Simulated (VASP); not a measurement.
# Ge15Se17 (a cell with a defect) in VASP: settings compared, part 2 of 2

VASP 6.6.1. The steps go on from the part before.

## Step 3: Single point, HSE06

POSCAR reads:

```
Ge15Se17                                
1.0
    0.0000000000      7.7675420000     -4.5225270000
    0.0000000000     -7.7675420000     -4.5225270000
  -11.1847690000      0.0000000000      0.0000000000
  Se              Ge            
    17    15
Direct
     0.0252378839297880    0.0627240772824023    0.9130436374660983
     0.2000465179489122    0.3207632901075750    0.1765285513448155
     0.4511828006501461    0.0837542075994256    0.1492605797441042
     0.9446480019477359    0.5584714443710829    0.1391926257988503
     0.7174363937199478    0.8424289014222617    0.1327314952367329
     0.4160117288642596    0.5490042652759591    0.6394222541055754
     0.6577832118016445    0.2880554961540155    0.6476942829731810
     0.1892553016103897    0.8290455780952830    0.6431655129731046
     0.9225027418553660    0.0679888451656436    0.6352247374574915
     0.8017471504065242    0.1878566770355666    0.3570453593380036
     0.0570657250847529    0.9265333571196988    0.3714036310014414
     0.5893956774155732    0.4654026710821461    0.3510325661273033
     0.3358523526389645    0.7104548675708809    0.3467553329598225
     0.0713251186174301    0.4711701955985566    0.8492915831872494
     0.3227277085495501    0.1851869770190189    0.8663168511740476
     0.7806490780117700    0.6606272986979227    0.8329889860849128
     0.5456774051400660    0.9102845276535848    0.8462459413652345
     0.2249540770957064    0.8261689325701018    0.8727292691077846
     0.7494643592042280    0.3718805301870698    0.8711549095203125
     0.4726248314229087    0.5917400453878499    0.8659549025820057
     0.0902565678128164    0.2194943148259473    0.4284491708554989
     0.3879771256189504    0.0149984750933465    0.3762727245324353
     0.8974272331453280    0.5216086764359507    0.3647067733297586
     0.6639824450378433    0.7854500870949566    0.3580091445675054
     0.1104608204108874    0.5017011885059794    0.6248658853359907
     0.3396068150606029    0.2245399823128620    0.6367463275027992
     0.8797530674563163    0.7686687019352030    0.5955915130162379
     0.5990213411355739    0.9786879006881231    0.6189979350482746
     0.2547516531242006    0.6199468829079056    0.1238776417251275
     0.5056961423664843    0.3936378713188529    0.1277739869605169
     0.0360067667996640    0.9215235295827422    0.1109116997933590
     0.7786494761156545    0.1639820639020760    0.1252965177844336
```

INCAR.step1 reads:

```
SYSTEM = Ge15Se17
ALGO = Normal
EDIFF = 1E-5
ENCUT = 400
GGA = PE
ICORELEVEL = 1
ISIF = 2
ISMEAR = 0
LASPH = .TRUE.
LCHARG = .FALSE.
LREAL = Auto
LUSENCCL = .FALSE.
LWAVE = .TRUE.
NELECT = 314.0
NELM = 80
PREC = Normal
SIGMA = 0.01
```

INCAR.step2 reads:

```
SYSTEM = Ge15Se17
ALGO = Normal
EDIFF = 1E-7
ENCUT = 400
GGA = PE
HFSCREEN = 0.2
ICORELEVEL = 1
ISIF = 2
ISMEAR = 0
ISTART = 1
LASPH = .TRUE.
LCHARG = .FALSE.
LHFCALC = .TRUE.
LREAL = Auto
LUSENCCL = .FALSE.
LWAVE = .FALSE.
NELECT = 314.0
NELM = 80
PREC = Normal
PRECFOCK = Fast
SIGMA = 0.01
```

KPOINTS reads:

```
k-points
0
G
  1 1 1
  0 0 0
```

Potentials or basis: VASP PAW PBE potentials, release 64 (Se, Ge_d).

Launch:

```sh
$ cat potpaw_PBE.64/Se/POTCAR potpaw_PBE.64/Ge_d/POTCAR > POTCAR
$ cp INCAR.step1 INCAR
$ mpirun -np 1 vasp_gam > vasp.out
$ cp INCAR.step2 INCAR
$ mpirun -np 1 vasp_gam > vasp.out
```

Wall time 13 min (1 × NVIDIA H100 80GB with 1 thread of AMD EPYC 7R13 (Zen 3), shared host); peak memory 1.3 GiB.

Results (log left out):

| Quantity | Value |
| --- | --- |
| Free energy | -155.9210 eV |
| Largest force | 0.694 eV/Å |
| Band gap on the k mesh | 1.66 eV, direct |

Forces on the atoms (eV/Å):
```
Se   0.423  0.429 -0.077
Se   0.094 -0.089  0.186
Se  -0.127  0.084  0.032
Se  -0.161 -0.128  0.128
Se  -0.158  0.090 -0.365
Se   0.062 -0.187  0.201
Se   0.028 -0.084  0.287
Se  -0.033  0.005 -0.137
Se   0.021  0.278 -0.164
Se  -0.169  0.248  0.149
Se  -0.202 -0.202  0.382
Se   0.099  0.170 -0.266
Se   0.171 -0.162 -0.259
Se   0.292  0.188 -0.601
Se   0.166 -0.407  0.069
Se  -0.160  0.301  0.410
Se   0.119 -0.361  0.112
Ge   0.316  0.073  0.105
Ge   0.275 -0.195 -0.027
Ge   0.312  0.076  0.301
Ge  -0.025 -0.066  0.323
Ge   0.251  0.161 -0.008
Ge   0.323 -0.378 -0.096
Ge   0.346  0.035 -0.330
Ge  -0.335  0.342 -0.079
Ge  -0.284  0.036  0.180
Ge   0.046 -0.041 -0.359
Ge  -0.298 -0.216  0.049
Ge  -0.404 -0.069  0.165
Ge  -0.359  0.181  0.038
Ge  -0.368 -0.413 -0.228
Ge  -0.263  0.304 -0.121
```

Levels at points of the mesh, in eV from the valence-band top:
```tsv
k point	band 155	band 156	band 157	band 158	band 159	band 160
(0.00, 0.00, 0.00)	-0.25	-0.08	0.00	1.66	1.87	2.04
```

Core levels (eV, on the scale of the bands):
```csv
atom,levels
1 Se,"1s -12494.1, 2s -1597.6, 2p -1403.9, 3s -204.2, 3p -143.7, 3d -43.8"
2 Se,"1s -12493.8, 2s -1597.3, 2p -1403.7, 3s -203.9, 3p -143.4, 3d -43.6"
3 Se,"1s -12494.1, 2s -1597.5, 2p -1403.9, 3s -204.2, 3p -143.6, 3d -43.8"
4 Se,"1s -12494.0, 2s -1597.5, 2p -1403.9, 3s -204.1, 3p -143.6, 3d -43.8"
5 Se,"1s -12494.2, 2s -1597.6, 2p -1404.0, 3s -204.2, 3p -143.7, 3d -43.9"
6 Se,"1s -12494.1, 2s -1597.5, 2p -1403.9, 3s -204.2, 3p -143.6, 3d -43.8"
```

Caveat: the cell is charged against a uniform background, so pressure and absolute levels hang on convention; the PAW data sets were made with another functional, which shifts forces and pressure a little.
